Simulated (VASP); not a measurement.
Calculation: LDA (Ceperley-Alder, Perdew-Zunger), VASP's LDA PAW potentials (set 64) (plane waves; VASP 6.6.1).

VASP input:

KPOINTS:
```
Automatic mesh
0
Gamma
6 6 4
0 0 0
```

POSCAR:
```
SnSe2
1
    1.9055596931    -3.3005264170    -0.0000000000
    1.9055596931     3.3005264170    -0.0000000000
    0.0000000000    -0.0000000000     5.9602908997
Sn Se
1 2
Direct
  0.0000000000   0.0000000000   0.0000000000
  0.3333330000   0.6666670000   0.2627951146
  0.6666670000   0.3333330000   0.7372048854
```

**INCAR**
```
ALGO = Normal
EDIFF = 1E-6
EDIFFG = -0.02
ENCUT = 400
IBRION = 2
ISIF = 3
ISMEAR = 0
LASPH = .TRUE.
LCHARG = .FALSE.
LMAXMIX = 4
LREAL = .FALSE.
LWAVE = .FALSE.
NELM = 100
NSW = 60
PREC = Accurate
SIGMA = 0.05
SYSTEM = SnSe2
```

POTCAR, in this order: Sn_d Se (LDA.64 set). Program: vasp_std.

Output of the run:

**OSZICAR**
```
...
DAV:   2     0.465097896469E+01   -0.17126E+03   -0.16742E+03   913   0.347E+02
DAV:   3    -0.134851616785E+02   -0.18136E+02   -0.17771E+02   997   0.111E+02
DAV:   4    -0.140613326531E+02   -0.57617E+00   -0.57563E+00  1002   0.213E+01
DAV:   5    -0.140743743011E+02   -0.13042E-01   -0.13039E-01  1203   0.317E+00    0.526E+00
DAV:   6    -0.138140388098E+02    0.26034E+00   -0.59954E-01  1218   0.850E+00    0.337E+00
DAV:   7    -0.137819235195E+02    0.32115E-01   -0.14444E-01   979   0.258E+00    0.951E-01
DAV:   8    -0.137787397407E+02    0.31838E-02   -0.10001E-02   988   0.106E+00    0.259E-01
DAV:   9    -0.137785002126E+02    0.23953E-03   -0.10166E-03   917   0.244E-01    0.743E-02
DAV:  10    -0.137784983016E+02    0.19109E-05   -0.91014E-05  1046   0.703E-02    0.265E-02
DAV:  11    -0.137785003471E+02   -0.20455E-05   -0.12574E-05   975   0.219E-02    0.466E-03
DAV:  12    -0.137785001240E+02    0.22308E-06   -0.80061E-07   617   0.659E-03
   1 F= -.13778500E+02 E0= -.13778500E+02  d E =-.137785E+02
       N       E                     dE             d eps       ncg     rms          rms(c)
DAV:   1    -0.137804673755E+02   -0.19670E-02   -0.60551E-02   893   0.244E+00    0.186E-01
DAV:   2    -0.137797066322E+02    0.76074E-03   -0.36148E-03  1062   0.655E-01    0.961E-02
DAV:   3    -0.137794439034E+02    0.26273E-03   -0.66279E-04  1018   0.375E-01    0.312E-02
DAV:   4    -0.137794271926E+02    0.16711E-04   -0.50240E-05  1198   0.776E-02    0.130E-02
DAV:   5    -0.137794246928E+02    0.24997E-05   -0.42404E-06   966   0.300E-02    0.323E-03
DAV:   6    -0.137794247708E+02   -0.78004E-07   -0.12591E-06   482   0.119E-02
   2 F= -.13779425E+02 E0= -.13779425E+02  d E =-.924647E-03
       N       E                     dE             d eps       ncg     rms          rms(c)
DAV:   1    -0.137801861437E+02   -0.76145E-03   -0.29258E-02   890   0.169E+00    0.129E-01
DAV:   2    -0.137798178952E+02    0.36825E-03   -0.17443E-03  1070   0.457E-01    0.668E-02
DAV:   3    -0.137796907819E+02    0.12711E-03   -0.32070E-04  1014   0.262E-01    0.217E-02
DAV:   4    -0.137796826988E+02    0.80831E-05   -0.24945E-05  1219   0.543E-02    0.905E-03
DAV:   5    -0.137796814227E+02    0.12761E-05   -0.14776E-06   567   0.209E-02    0.215E-03
DAV:   6    -0.137796815079E+02   -0.85204E-07   -0.11328E-06   464   0.133E-02
   3 F= -.13779682E+02 E0= -.13779682E+02  d E =-.118138E-02
       N       E                     dE             d eps       ncg     rms          rms(c)
DAV:   1    -0.137797668723E+02   -0.85450E-04   -0.39177E-03   884   0.619E-01    0.474E-02
DAV:   2    -0.137797173382E+02    0.49534E-04   -0.23377E-04  1069   0.169E-01    0.244E-02
DAV:   3    -0.137797003065E+02    0.17032E-04   -0.43430E-05  1011   0.969E-02    0.793E-03
DAV:   4    -0.137796992172E+02    0.10893E-05   -0.31967E-06   769   0.198E-02    0.329E-03
DAV:   5    -0.137796990653E+02    0.15198E-06   -0.46525E-07   428   0.915E-03
   4 F= -.13779699E+02 E0= -.13779699E+02  d E =-.119894E-02
       N       E                     dE             d eps       ncg     rms          rms(c)
DAV:   1    -0.137836802667E+02   -0.39810E-02   -0.11066E-01  1024   0.475E+00    0.324E-01
DAV:   2    -0.137808874047E+02    0.27929E-02   -0.69921E-03  1037   0.135E+00    0.158E-01
DAV:   3    -0.137800432503E+02    0.84415E-03   -0.25077E-03  1027   0.780E-01    0.320E-02
DAV:   4    -0.137800284994E+02    0.14751E-04   -0.13583E-04   909   0.115E-01    0.188E-02
DAV:   5    -0.137800184500E+02    0.10049E-04   -0.10871E-05  1190   0.376E-02    0.524E-03
DAV:   6    -0.137800180441E+02    0.40595E-06   -0.13058E-06   480   0.133E-02
   5 F= -.13780018E+02 E0= -.13780018E+02  d E =-.318979E-03
       N       E                     dE             d eps       ncg     rms          rms(c)
DAV:   1    -0.137809501657E+02   -0.93172E-03   -0.27763E-02  1024   0.239E+00    0.162E-01
DAV:   2    -0.137802506856E+02    0.69948E-03   -0.17519E-03  1035   0.678E-01    0.789E-02
DAV:   3    -0.137800387632E+02    0.21192E-03   -0.62962E-04  1025   0.391E-01    0.160E-02
DAV:   4    -0.137800351136E+02    0.36495E-05   -0.34565E-05   909   0.581E-02    0.937E-03
DAV:   5    -0.137800325733E+02    0.25404E-05   -0.26129E-06   822   0.189E-02    0.262E-03
DAV:   6    -0.137800324788E+02    0.94528E-07   -0.41714E-07   448   0.764E-03
   6 F= -.13780032E+02 E0= -.13780032E+02  d E =-.333414E-03
       N       E                     dE             d eps       ncg     rms          rms(c)
DAV:   1    -0.137803921502E+02   -0.35958E-03   -0.14570E-02   840   0.105E+00    0.818E-02
DAV:   2    -0.137802706570E+02    0.12149E-03   -0.84106E-04   949   0.336E-01    0.446E-02
DAV:   3    -0.137802120177E+02    0.58639E-04   -0.11941E-04   975   0.162E-01    0.171E-02
DAV:   4    -0.137802065337E+02    0.54840E-05   -0.17511E-05  1183   0.473E-02    0.562E-03
DAV:   5    -0.137802061159E+02    0.41783E-06   -0.14464E-06   483   0.122E-02
   7 F= -.13780206E+02 E0= -.13780206E+02  d E =-.173637E-03
       N       E                     dE             d eps       ncg     rms          rms(c)
DAV:   1    -0.137823174787E+02   -0.21109E-02   -0.13145E-01   840   0.316E+00    0.246E-01
DAV:   2    -0.137812154225E+02    0.11021E-02   -0.75941E-03   941   0.984E-01    0.134E-01
DAV:   3    -0.137806841481E+02    0.53127E-03   -0.10684E-03   998   0.481E-01    0.511E-02
DAV:   4    -0.137806349886E+02    0.49159E-04   -0.15374E-04  1203   0.142E-01    0.170E-02
DAV:   5    -0.137806316767E+02    0.33119E-05   -0.15924E-05  1205   0.363E-02    0.724E-03
DAV:   6    -0.137806311467E+02    0.52998E-06   -0.15947E-06   495   0.134E-02
   8 F= -.13780631E+02 E0= -.13780631E+02  d E =-.598668E-03
       N       E                     dE             d eps       ncg     rms          rms(c)
DAV:   1    -0.137878100975E+02   -0.71784E-02   -0.52691E-01   840   0.631E+00    0.494E-01
DAV:   2    -0.137833647569E+02    0.44453E-02   -0.30541E-02   933   0.188E+00    0.269E-01
DAV:   3    -0.137812254182E+02    0.21393E-02   -0.42550E-03  1005   0.938E-01    0.102E-01
DAV:   4    -0.137810318635E+02    0.19355E-03   -0.59676E-04  1211   0.281E-01    0.344E-02
DAV:   5    -0.137810187788E+02    0.13085E-04   -0.58077E-05  1182   0.711E-02    0.152E-02
DAV:   6    -0.137810164633E+02    0.23155E-05   -0.75932E-06   992   0.284E-02    0.300E-03
DAV:   7    -0.137810164860E+02   -0.22694E-07   -0.80273E-07   452   0.855E-03
   9 F= -.13781016E+02 E0= -.13781016E+02  d E =-.984007E-03
       N       E                     dE             d eps       ncg     rms          rms(c)
DAV:   1    -0.137813701872E+02   -0.35372E-03   -0.26754E-02   849   0.143E+00    0.111E-01
DAV:   2    -0.137811452881E+02    0.22490E-03   -0.15443E-03   933   0.455E-01    0.611E-02
DAV:   3    -0.137810366265E+02    0.10866E-03   -0.21971E-04   989   0.221E-01    0.230E-02
DAV:   4    -0.137810266766E+02    0.99499E-05   -0.31513E-05  1188   0.640E-02    0.760E-03
DAV:   5    -0.137810259612E+02    0.71534E-06   -0.31739E-06   702   0.165E-02
  10 F= -.13781026E+02 E0= -.13781026E+02  d E =-.993482E-03
       N       E                     dE             d eps       ncg     rms          rms(c)
DAV:   1    -0.137836449876E+02   -0.26183E-02   -0.59803E-02  1049   0.395E+00    0.279E-01
DAV:   2    -0.137816777505E+02    0.19672E-02   -0.35632E-03  1038   0.105E+00    0.125E-01
DAV:   3    -0.137811355869E+02    0.54216E-03   -0.16894E-03  1033   0.650E-01    0.248E-02
DAV:   4    -0.137811242542E+02    0.11333E-04   -0.65930E-05   871   0.892E-02    0.134E-02
DAV:   5    -0.137811176910E+02    0.65632E-05   -0.54771E-06  1151   0.220E-02    0.408E-03
DAV:   6    -0.137811172993E+02    0.39169E-06   -0.44513E-07   460   0.838E-03
  11 F= -.13781117E+02 E0= -.13781117E+02  d E =-.913381E-04
```

OUTCAR:
```
------------------------ aborting loop because EDIFF is reached ----------------------------------------
  FORCE on cell =-STRESS in cart. coord.  units (eV):
  Direction    XX          YY          ZZ          XY          YZ          ZX
  --------------------------------------------------------------------------------------
  Total       -0.0314008     -0.0314008     -0.0591308      0.0000000      0.0000000      0.0000000
  in kB       -0.6810930     -0.6810931     -1.2825652      0.0000000      0.0000000      0.0000000
  external PRESSURE =      -0.8815838 kB  Pullay stress =       0.0000000 kB
  volume of cell :       73.87
      direct lattice vectors                 reciprocal lattice vectors
     1.903737251 -3.297369855  0.000000000     0.262641286 -0.151636008 -0.000000000
     1.903737251  3.297369855 -0.000000000     0.262641286  0.151636008 -0.000000000
     0.000000000  0.000000000  5.883558415    -0.000000000  0.000000000  0.169965169
 POSITION                                       TOTAL-FORCE (eV/Angst)
 -----------------------------------------------------------------------------------
      1.90374     -3.29737      0.00000         0.000000      0.000000      0.000000
      1.90374      1.09913      1.57753        -0.000000     -0.000000     -0.018141
      1.90374     -1.09913      4.30602         0.000000      0.000000      0.018141
 -----------------------------------------------------------------------------------
    total drift:                               -0.000000     -0.000000     -0.000000
  FREE ENERGIE OF THE ION-ELECTRON SYSTEM (eV)
  ---------------------------------------------------
  free  energy   TOTEN  =       -13.7811172993 eV

  energy  without entropy=      -13.7811172993  energy(sigma->0) =      -13.78111730

 reached required accuracy - stopping structural energy minimisation
```
(Selected blocks of OUTCAR.)

File CONTCAR:
```
SnSe2
   1.00000000000000
     1.9037372512770030   -3.2973698545373868    0.0000000000000001
     1.9037372512770030    3.2973698545373868   -0.0000000000000001
     0.0000000000000000    0.0000000000000000    5.8835584154735896
  Sn              Se
     1     2
Direct
     1.0000000000000000    0.0000000000000000    0.0000000000000000
     0.3333330000000032    0.6666669999999968    0.2681258323678539
     0.6666669999999968    0.3333330000000032    0.7318741676321460
```

The compound is SnSe2 in the 1T layered structure. This run relaxes it. Symmetry was kept, so distortions that lower it aren't found. The start is the result of an earlier pass.
